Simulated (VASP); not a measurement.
Input:

```
CELL_PARAMETERS angstrom
      4.81584     0.00000     0.00000
     -2.40792     4.17064     0.00000
      0.00000     0.00000     2.64650
ATOMIC_POSITIONS crystal
  Nb 0.00000 0.00000 0.00000
  Nb 0.33333 0.66667 0.50000
  Nb 0.66667 0.33333 0.50000
```

Calculation: PBEsol GGA, VASP's PBE PAW potentials (set 64) (plane waves; VASP). Settings: 400 eV cut-off, 8×8×13 Γ-centred mesh, tetrahedra with Blöchl corrections, potentials Nb_sv.

Predict the energy per atom (σ→0), band gap (on the k-mesh) with the smallest direct gap where there is one.

| Quantity | Value |
|---|---|
| band gap (on the k-mesh) | none (metal, semimetal or under 0.01 eV) |
| energy per atom (σ→0) | -1036.4 kJ/mol-atom |

The structure was generated: Nb was put into the omega type (P6/mmm), which need not be its known phase. It was relaxed first.
